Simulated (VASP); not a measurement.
SnSe2:

```
CELL_PARAMETERS angstrom
3.81927 0.00000 0.00000
-1.90963 3.30758 0.00000
0.00000 0.00000 6.15332
ATOMIC_POSITIONS crystal
Sn 0.00000 0.00000 0.00000
Se 0.66667 0.33333 0.74189
Se 0.33333 0.66667 0.25811
```

The cell is a database's computed one.

Base run:

* Program: VASP 6.6.1
* Functional: TB-mBJ
* Potentials or basis: VASP PAW PBE potentials, release 64 (Sn_d, Se)
* Cutoff: 520 eV
* k mesh: 9 × 9 × 4
* Occupations: gaussian, width 0.02 eV
* Spin: no spin polarisation

Its results: band gap on the k mesh 1.22 eV, indirect (least direct gap 1.68 eV).

Task: The run is repeated on the same cell with these changes: functional from TB-mBJ to r2SCAN. What comes out?

Result: Band gap on the k mesh 0.95 eV, indirect (least direct gap 1.46 eV).

Caveats: spin-orbit coupling is left out, which moves the levels of the heavy elements.

A k mesh can miss the band edges.
